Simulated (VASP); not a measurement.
# TaN: zone-centre modes, functional by functional

How much do the zone-centre frequencies of TaN depend on the functional? The starting structure is a computed structure from the Materials Project.

Main program and level: VASP 6.6.1; Kohn-Sham DFT with plane waves and PAW; LDA, PBEsol, PBE, PBEsol + D3(BJ), r2SCAN, r2SCAN + rVV10 and AM05.

### 1. The structure

The structure is cubic, space group Fm-3m (No. 225). Conventional cell: a = 4.423 Å, b = 4.423 Å, c = 4.423 Å, α = 90.00°, β = 90.00°, γ = 90.00°. Ta has 6 N at 2.21 Å nearest. N has 6 Ta at 2.21 Å nearest. Farther neighbours and most contacts between anions are not listed.

Coordinates:

```
Ta N
1.0
     0.00000    2.21132    2.21132
     2.21132    0.00000    2.21132
     2.21132    2.21132    0.00000
Ta N
1 1
Cartesian
  2.2113 2.2113 2.2113
  0.0000 0.0000 0.0000
```

### 2. Modes with LDA

LDA, the lowest rung, knows the local density alone. The cell comes from a relaxation at this level, not shown (20.66 Å³).

INCAR

```
SYSTEM = TaN
PREC = Accurate
ENCUT = 520
EDIFF = 1E-08
NELM = 100
ISMEAR = 1
SIGMA = 0.15
LREAL = .FALSE.
ALGO = Normal
GGA = CA
NBANDS = 14
LASPH = .TRUE.
LORBIT = 11
LWAVE = .FALSE.
LCHARG = .FALSE.
KPAR = 8
IBRION = 8
ISIF = 2
```

POSCAR

```
TaN
1.0
    0.0000000000      2.1779845989      2.1779845989
    2.1779845989      0.0000000000      2.1779845989
    2.1779845989      2.1779845989      0.0000000000
Ta N
1 1
Direct
    0.5000000000      0.5000000000      0.5000000000
    0.0000000000      0.0000000000      0.0000000000
```

KPOINTS

```
Automatic mesh
0
Gamma
18 18 18
0 0 0
```

PAW data sets: Ta_pv and N (LDA family, release 64).

The run is started by

```sh
mpirun -np 8 vasp_std
```

Output:

```text
[banner, memory and clock lines left out]
running    8 mpi-ranks, on    1 nodes
 distrk:  each k-point on    1 cores,    8 groups
 distr:  one band on    1 cores,    1 groups

 POSCAR found type information on POSCAR TaN
 POSCAR found :  2 types and       2 ions
|                                                                             |
|           W    W    AA    RRRRR   N    N  II  N    N   GGGG   !!!           |
|           W    W   A  A   R    R  NN   N  II  NN   N  G    G  !!!           |
|           W    W  A    A  R    R  N N  N  II  N N  N  G       !!!           |
|           W WW W  AAAAAA  RRRRR   N  N N  II  N  N N  G  GGG   !            |
|           WW  WW  A    A  R   R   N   NN  II  N   NN  G    G                |
|           W    W  A    A  R    R  N    N  II  N    N   GGGG   !!!           |
|                                                                             |
|     For optimal performance we recommend to set                             |
|       NCORE = 2 up to number-of-cores-per-socket                            |
|     NCORE specifies how many cores store one orbital (NPAR=cpu/NCORE).      |
|     This setting can greatly improve the performance of VASP for DFT.       |
|     The default, NCORE=1 might be grossly inefficient on modern             |
|     multi-core architectures or massively parallel machines. Do your        |
|     Unfortunately you need to use the default for GW and RPA                |
|     calculations (for HF NCORE is supported but not extensively tested      |
|     yet).                                                                   |
|                                                                             |

 LDA part: xc-table for (Slater(with rela. corr.)+CA(PZ))
 , standard interpolation
 POSCAR, INCAR and KPOINTS ok, starting setup
 FFT: planning ... GRIDC
 FFT: planning ... GRID_SOFT
 FFT: planning ... GRID
 WAVECAR not read
 entering main loop
       N       E                     dE             d eps       ncg     rms          rms(c)
DAV:   1     0.878518946584E+02    0.87852E+02   -0.90483E+03  5492   0.122E+03
DAV:   2    -0.243001161920E+02   -0.11215E+03   -0.10590E+03  6720   0.310E+02
DAV:   3    -0.271636206041E+02   -0.28635E+01   -0.28281E+01  6160   0.449E+01
DAV:   4    -0.271768096366E+02   -0.13189E-01   -0.13161E-01  6572   0.320E+00
DAV:   5    -0.271769036023E+02   -0.93966E-04   -0.93961E-04  6174   0.245E-01    0.255E+01
DAV:   6    -0.243014252196E+02    0.28755E+01   -0.65553E+00  5826   0.282E+01    0.108E+01
DAV:   7    -0.241918931886E+02    0.10953E+00   -0.37587E-01  6966   0.546E+00    0.722E+00
DAV:   8    -0.241532619785E+02    0.38631E-01   -0.12563E-01  6594   0.317E+00    0.118E+00
DAV:   9    -0.241500730316E+02    0.31889E-02   -0.91109E-03  6306   0.833E-01    0.274E-01
DAV:  10    -0.241498968364E+02    0.17620E-03   -0.42265E-04  7268   0.254E-01    0.795E-02
DAV:  11    -0.241498808178E+02    0.16019E-04   -0.37856E-05  5922   0.659E-02    0.146E-02
DAV:  12    -0.241498806274E+02    0.19048E-06   -0.20944E-06  7020   0.136E-02    0.289E-03
DAV:  13    -0.241498806178E+02    0.95524E-08   -0.60573E-08  6258   0.228E-03
   1 F= -.24149881E+02 E0= -.24149682E+02  d E =-.597195E-03
 Linear response reoptimize wavefunctions to high precision
DAV:   1    -0.241498806174E+02    0.42473E-09   -0.25606E-09  6640   0.546E-04
DAV:   2    -0.241498806174E+02   -0.36380E-11   -0.61442E-11  3432   0.760E-05
 Linear response DOF=           2
 Linear response progress:
  Degree of freedom:   1/  2
       N       E                     dE             d eps       ncg     rms          rms(c)
RMM:   1    -0.134754024771E+00   -0.13475E+00    0.11384E+01 14137   0.238E+01
RMM:   2    -0.163381751073E+00   -0.28628E-01   -0.27546E-02 21256   0.145E+00    0.109E-01
RMM:   3    -0.162735296821E+00    0.64645E-03   -0.19499E-03 24357   0.267E-01    0.507E-02
RMM:   4    -0.162296608112E+00    0.43869E-03   -0.17309E-04 26082   0.845E-02    0.184E-02
RMM:   5    -0.162126936157E+00    0.16967E-03   -0.16756E-05 26497   0.234E-02    0.466E-03
RMM:   6    -0.162116172870E+00    0.10763E-04   -0.33236E-06 25261   0.827E-03    0.828E-04
RMM:   7    -0.162114314934E+00    0.18579E-05   -0.14070E-06 26802   0.233E-03    0.287E-04
RMM:   8    -0.162115896973E+00   -0.15820E-05   -0.57074E-07 28394   0.799E-04    0.783E-05
RMM:   9    -0.162116685830E+00   -0.78886E-06   -0.85208E-07 26822   0.311E-04    0.402E-05
RMM:  10    -0.162117108788E+00   -0.42296E-06   -0.30671E-07 24823   0.199E-04    0.710E-06
RMM:  11    -0.162117124216E+00   -0.15428E-07   -0.23713E-07 29338   0.882E-05    0.666E-06
RMM:  12    -0.162117099912E+00    0.24304E-07   -0.85821E-08 25970   0.499E-05    0.126E-06
RMM:  13    -0.162117101965E+00   -0.20537E-08   -0.77588E-08 25571   0.263E-05    0.148E-06
 first order change of Fermi-energy   0.38264E-03
 force on displaced ion       1 direction 1 :  -8.578   0.000   0.000
 Linear response progress:
  Degree of freedom:   2/  2
       N       E                     dE             d eps       ncg     rms          rms(c)
RMM:   1    -0.232582934132E+00   -0.23258E+00    0.15597E-01 28517   0.297E+00
RMM:   2    -0.228984146892E+00    0.35988E-02   -0.42010E-03 22712   0.483E-01    0.158E-01
RMM:   3    -0.229837763949E+00   -0.85362E-03   -0.91130E-04 20509   0.185E-01    0.799E-02
RMM:   4    -0.231187274140E+00   -0.13495E-02   -0.46579E-04 20844   0.128E-01    0.220E-02
RMM:   5    -0.231286667254E+00   -0.99393E-04   -0.19712E-05 24015   0.317E-02    0.288E-03
RMM:   6    -0.231286456186E+00    0.21107E-06   -0.16915E-06 23845   0.704E-03    0.810E-04
RMM:   7    -0.231279466381E+00    0.69898E-05   -0.15899E-07 23893   0.189E-03    0.349E-04
RMM:   8    -0.231281534548E+00   -0.20682E-05   -0.53018E-08 25488   0.664E-04    0.907E-05
RMM:   9    -0.231280859425E+00    0.67512E-06    0.92640E-09 24787   0.235E-04    0.272E-05
RMM:  10    -0.231280706761E+00    0.15266E-06   -0.19213E-08 27086   0.767E-05    0.146E-05
RMM:  11    -0.231280715256E+00   -0.84946E-08   -0.60518E-09 24974   0.234E-05    0.718E-06
 first order change of Fermi-energy  -0.13508E-03
 force on displaced ion       2 direction 1 :  -8.583   0.000   0.000
 Linear response finished
```

It took 1.9 min on 8 MPI ranks of AMD EPYC 7R43, shared host; peak memory 2.9 GiB; 15 min of CPU time.

Lines that name or quote the potential files are left out of all logs, and their timing lines are given in words.

Parts of OUTCAR (step 2):

```text
ion  position               nearest neighbor table
   1  0.500  0.500  0.500-   2 2.18   2 2.18   2 2.18   2 2.18   2 2.18   2 2.18
   2  0.000  0.000  0.000-   1 2.18   1 2.18   1 2.18   1 2.18   1 2.18   1 2.18

  LATTYP: Found a face centered cubic cell.
 ALAT       =     4.3559691978

 Subroutine GETGRP returns: Found 48 space group operations
 (whereof 48 operations were pure point group operations)

The static configuration has the point symmetry O_h .

 Found    195 irreducible k-points:

   k-points           NKPTS =    195   k-points in BZ     NKDIM =    195   number of bands    NBANDS=     14

   dimension x,y,z NGX =    24 NGY =   24 NGZ =   24
   dimension x,y,z NGXF=    48 NGYF=   48 NGZF=   48

   ENCUT  =  520.0 eV  38.22 Ry    6.18 a.u.   5.73  5.73  5.73*2*pi/ulx,y,z

   NELECT =      16.0000    total number of electrons

 k-points in reciprocal lattice and weights: Automatic mesh
   0.00000000  0.00000000  0.00000000       0.000
   0.05555556  0.00000000  0.00000000       0.001
   0.11111111  0.00000000  0.00000000       0.001
   0.16666667  0.00000000  0.00000000       0.001
   0.22222222  0.00000000  0.00000000       0.001
   0.27777778  0.00000000  0.00000000       0.001
   0.33333333  0.00000000  0.00000000       0.001
   0.38888889  0.00000000  0.00000000       0.001
   0.44444444  0.00000000  0.00000000       0.001
[...]
-0.27777778  0.44444444  0.22222222       0.004
  -0.27777778  0.50000000  0.22222222       0.002

 average (electrostatic) potential at core
       1 -34.8597       2 -60.6944

  Total        0.0001434      0.0001434      0.0001434      0.0000000      0.0000000      0.0000000
  in kB        0.0111155      0.0111155      0.0111155      0.0000000      0.0000000      0.0000000
  external PRESSURE =       0.0111155 kB  Pullay stress =       0.0000000 kB

  energy-cutoff  :      520.00
  volume of cell :       20.66
      direct lattice vectors                 reciprocal lattice vectors
     0.000000000  2.177984599  2.177984599    -0.229570035  0.229570035  0.229570035
     2.177984599  0.000000000  2.177984599     0.229570035 -0.229570035  0.229570035
     2.177984599  2.177984599  0.000000000     0.229570035  0.229570035 -0.229570035

 POSITION                                       TOTAL-FORCE (eV/Angst)
 -----------------------------------------------------------------------------------
      2.17798      2.17798      2.17798        -0.000000      0.000000      0.000000
      0.00000      0.00000      0.00000         0.000000     -0.000000     -0.000000
 -----------------------------------------------------------------------------------
    total drift:                                0.000000     -0.000000     -0.000000

 Eigenvectors and eigenvalues of the dynamical matrix
 ----------------------------------------------------

   1 f  =   12.705047 THz    79.828164 2PiTHz  423.794748 cm-1    52.543828 meV
             X         Y         Z           dx          dy          dz
      2.177985  2.177985  2.177985    -0.189442   -0.189442    0.000000
      0.000000  0.000000  0.000000     0.681258    0.681258    0.000000

   2 f  =   12.705047 THz    79.828164 2PiTHz  423.794748 cm-1    52.543828 meV
             X         Y         Z           dx          dy          dz
      2.177985  2.177985  2.177985    -0.189442    0.189442   -0.000000
      0.000000  0.000000  0.000000     0.681258   -0.681258   -0.000000

   3 f  =   12.705047 THz    79.828164 2PiTHz  423.794748 cm-1    52.543828 meV
             X         Y         Z           dx          dy          dz
      2.177985  2.177985  2.177985     0.000000    0.000000   -0.267911
      0.000000  0.000000  0.000000     0.000000    0.000000    0.963444

   4 f/i=    0.001044 THz     0.006558 2PiTHz    0.034814 cm-1     0.004316 meV
             X         Y         Z           dx          dy          dz
      2.177985  2.177985  2.177985    -0.036695   -0.957326   -0.101999
      0.000000  0.000000  0.000000    -0.010204   -0.266210   -0.028363

   5 f/i=    0.001044 THz     0.006558 2PiTHz    0.034814 cm-1     0.004316 meV
             X         Y         Z           dx          dy          dz
      2.177985  2.177985  2.177985     0.962736   -0.036061   -0.007896
      0.000000  0.000000  0.000000     0.267714   -0.010028   -0.002196

   6 f/i=    0.001044 THz     0.006558 2PiTHz    0.034814 cm-1     0.004316 meV
             X         Y         Z           dx          dy          dz
      2.177985  2.177985  2.177985    -0.004028    0.102224   -0.957997
      0.000000  0.000000  0.000000    -0.001120    0.028426   -0.266396

 ELASTIC MODULI CONTR FROM IONIC RELAXATION (kBar)
 Direction    XX          YY          ZZ          XY          YZ          ZX
 --------------------------------------------------------------------------------
 XX           0.0000      0.0000      0.0000      0.0000      0.0000      0.0000
 YY           0.0000      0.0000      0.0000      0.0000      0.0000      0.0000
 ZZ           0.0000      0.0000      0.0000      0.0000      0.0000      0.0000
 XY           0.0000      0.0000      0.0000      0.0000      0.0000      0.0000
 YZ           0.0000      0.0000      0.0000      0.0000      0.0000      0.0000
 ZX           0.0000      0.0000      0.0000      0.0000      0.0000      0.0000
 --------------------------------------------------------------------------------
```

Energies printed during the response cycles are not total energies of the cell.

LDA: the zone-centre mode is T1u 423.8 cm⁻¹.

### 3. Modes with LDA at the given cell

A relaxation of the atoms in the fixed cell, not shown, had nothing to move.

INCAR is that of step 2.

POSCAR

```
TaN
1.0
    0.0000000000      2.2113230000      2.2113230000
    2.2113230000      0.0000000000      2.2113230000
    2.2113230000      2.2113230000      0.0000000000
Ta N
1 1
Direct
    0.5000000000      0.5000000000      0.5000000000
    0.0000000000      0.0000000000      0.0000000000
```

KPOINTS is that of step 2.

The run is started by

```sh
mpirun -np 8 vasp_std
```

Output:

```text
[banner, memory and clock lines left out]
running    8 mpi-ranks, on    1 nodes
[...]
[... a notice as in an earlier step ...]

 LDA part: xc-table for (Slater(with rela. corr.)+CA(PZ))
 , standard interpolation
 POSCAR, INCAR and KPOINTS ok, starting setup
[...]
entering main loop
       N       E                     dE             d eps       ncg     rms          rms(c)
DAV:   1     0.865980773294E+02    0.86598E+02   -0.89713E+03  5468   0.120E+03
DAV:   2    -0.242945859782E+02   -0.11089E+03   -0.10458E+03  6690   0.306E+02
DAV:   3    -0.271097523062E+02   -0.28152E+01   -0.27899E+01  6240   0.449E+01
DAV:   4    -0.271231614964E+02   -0.13409E-01   -0.13401E-01  6404   0.328E+00
[...]
DAV:  11    -0.241022268561E+02    0.93946E-05   -0.22182E-05  6000   0.518E-02    0.133E-02
DAV:  12    -0.241022269109E+02   -0.54788E-07   -0.96914E-07  7064   0.974E-03    0.147E-03
DAV:  13    -0.241022269069E+02    0.40702E-08   -0.29704E-08  6216   0.165E-03
   1 F= -.24102227E+02 E0= -.24102026E+02  d E =-.603534E-03
[...]
RMM:  11    -0.163758541778E+00   -0.34837E-08   -0.10866E-07 29603   0.837E-05    0.587E-06
RMM:  12    -0.163758517057E+00    0.24720E-07   -0.61164E-08 26032   0.454E-05    0.101E-06
RMM:  13    -0.163758522935E+00   -0.58780E-08   -0.35100E-08 25312   0.239E-05    0.671E-07
 first order change of Fermi-energy   0.42647E-03
 force on displaced ion       1 direction 1 :  -6.324   0.000   0.000
 Linear response progress:
  Degree of freedom:   2/  2
       N       E                     dE             d eps       ncg     rms          rms(c)
RMM:   1    -0.231531720437E+00   -0.23153E+00    0.15314E-01 28413   0.292E+00
RMM:   2    -0.228084667770E+00    0.34471E-02   -0.41309E-03 22640   0.471E-01    0.149E-01
RMM:   3    -0.228905563025E+00   -0.82090E-03   -0.83155E-04 20580   0.175E-01    0.763E-02
RMM:   4    -0.230174603155E+00   -0.12690E-02   -0.42778E-04 20967   0.121E-01    0.216E-02
[...]
RMM:  11    -0.230254744921E+00    0.13253E-07   -0.72508E-09 25538   0.215E-05    0.706E-06
RMM:  12    -0.230254772448E+00   -0.27527E-07    0.24786E-09 24625   0.824E-06    0.143E-06
RMM:  13    -0.230254773736E+00   -0.12878E-08    0.34649E-10 17596   0.389E-06    0.317E-07
 first order change of Fermi-energy  -0.14347E-03
 force on displaced ion       2 direction 1 :  -6.324   0.000   0.000
 Linear response finished
```

Elapsed: 2.4 min, on 8 MPI ranks; peak memory 3 GiB.

OUTCAR, selected parts (step 3):

```text
  Total       -2.0875024     -2.0875024     -2.0875024      0.0000000     -0.0000000     -0.0000000
  in kB     -154.6503925   -154.6503925   -154.6503925      0.0000000     -0.0000000     -0.0000000
  external PRESSURE =    -154.6503925 kB  Pullay stress =       0.0000000 kB

 POSITION                                       TOTAL-FORCE (eV/Angst)
 -----------------------------------------------------------------------------------
      2.21132      2.21132      2.21132         0.000000      0.000000     -0.000000
      0.00000      0.00000      0.00000        -0.000000     -0.000000      0.000000
 -----------------------------------------------------------------------------------
    total drift:                                0.000000     -0.000000     -0.000000

[... 1 part as in an earlier step ...]

[... 1 further part left out ...]
```

With LDA at the given cell the mode is T1u 363.8 cm⁻¹, -60.0 cm⁻¹ from LDA.

### 4. Modes with PBEsol

PBEsol restores the gradient expansion of exchange and is tuned for the cells of solids. The cell comes from a relaxation at this level, not shown (21.00 Å³).

Edit INCAR of step 3 so:

```diff
@@ -9,3 +9,3 @@
 ALGO = Normal
-GGA = CA
+GGA = PS
 NBANDS = 14
```

POSCAR

```
TaN
1.0
    0.0000000000      2.1898043827      2.1898043827
    2.1898043827      0.0000000000      2.1898043827
    2.1898043827      2.1898043827      0.0000000000
Ta N
1 1
Direct
    0.5000000000      0.5000000000      0.5000000000
    0.0000000000      0.0000000000      0.0000000000
```

KPOINTS is that of step 3.

The projector-augmented-wave data sets are Ta_pv and N (PBE family, release 64).

The run is started by

```sh
mpirun -np 8 vasp_std
```

Output:

```text
[banner, memory and clock lines left out]
running    8 mpi-ranks, on    1 nodes
[...]
[... a notice as in an earlier step ...]

|                                                                             |
|               ----> ADVICE to this user running VASP <----                  |
|                                                                             |
|     You enforced a specific xc type in the INCAR file but a different       |
|     [... a line on the potential file left out ...]
|     I HOPE YOU KNOW WHAT YOU ARE DOING!                                     |
|                                                                             |

 LDA part: xc-table for (Slater+PW92), standard interpolation
 POSCAR, INCAR and KPOINTS ok, starting setup
[...]
entering main loop
       N       E                     dE             d eps       ncg     rms          rms(c)
DAV:   1     0.878931964248E+02    0.87893E+02   -0.90004E+03  5460   0.121E+03
DAV:   2    -0.229901310193E+02   -0.11088E+03   -0.10459E+03  6714   0.315E+02
[...]
RMM:  11    -0.163677302371E+00   -0.52503E-07   -0.11369E-07 28432   0.810E-05    0.667E-06
RMM:  12    -0.163677283312E+00    0.19059E-07   -0.51474E-08 26189   0.417E-05    0.905E-07
RMM:  13    -0.163677292308E+00   -0.89963E-08   -0.32311E-08 25490   0.207E-05    0.629E-07
 first order change of Fermi-energy   0.36948E-03
 force on displaced ion       1 direction 1 :  -8.081   0.000   0.000
 Linear response progress:
  Degree of freedom:   2/  2
       N       E                     dE             d eps       ncg     rms          rms(c)
RMM:   1    -0.234980918361E+00   -0.23498E+00    0.15712E-01 29073   0.294E+00
RMM:   2    -0.231232186753E+00    0.37487E-02   -0.41455E-03 22831   0.492E-01    0.147E-01
RMM:   3    -0.232105270444E+00   -0.87308E-03   -0.80202E-04 20482   0.173E-01    0.754E-02
RMM:   4    -0.233421473552E+00   -0.13162E-02   -0.41051E-04 20854   0.123E-01    0.224E-02
[...]
RMM:   9    -0.233504458434E+00    0.13118E-05    0.17407E-08 24507   0.298E-04    0.310E-05
RMM:  10    -0.233504296945E+00    0.16149E-06   -0.13881E-08 27382   0.928E-05    0.182E-05
RMM:  11    -0.233504306083E+00   -0.91373E-08   -0.66458E-09 25792   0.263E-05    0.124E-05
 first order change of Fermi-energy  -0.12086E-03
 force on displaced ion       2 direction 1 :  -8.077   0.000   0.000
 Linear response finished
```

It took 2.5 min on 8 MPI ranks; peak memory 3.1 GiB; 20 min of CPU time.

Parts of OUTCAR (step 4):

```text
  Total       -0.0027781     -0.0027781     -0.0027781      0.0000000     -0.0000000      0.0000000
  in kB       -0.2119402     -0.2119402     -0.2119402      0.0000000     -0.0000000      0.0000000
  external PRESSURE =      -0.2119402 kB  Pullay stress =       0.0000000 kB

 POSITION                                       TOTAL-FORCE (eV/Angst)
 -----------------------------------------------------------------------------------
      2.18980      2.18980      2.18980         0.000000      0.000000      0.000000
      0.00000      0.00000      0.00000         0.000000      0.000000     -0.000000
 -----------------------------------------------------------------------------------
    total drift:                                0.000000     -0.000000     -0.000000

[... 1 part as in an earlier step ...]

[... 1 further part left out ...]
```

With PBEsol the mode is T1u 411.1 cm⁻¹, -12.7 cm⁻¹ from LDA.

(Continued in part 2 of 2.)

[Lines on the potential files, build, host, timing and source positions are cut from VASP's logs without a mark.]

[Logs are printed without paths, hosts, clocks, repeated set-up lines and the standing remarks that a program may print on its own settings, such as how far it seeks lower states.]

[Hosts, paths, dates, database ids (printed as entryN), source tags and the programs' standing remarks are cut or masked in the printed files.]
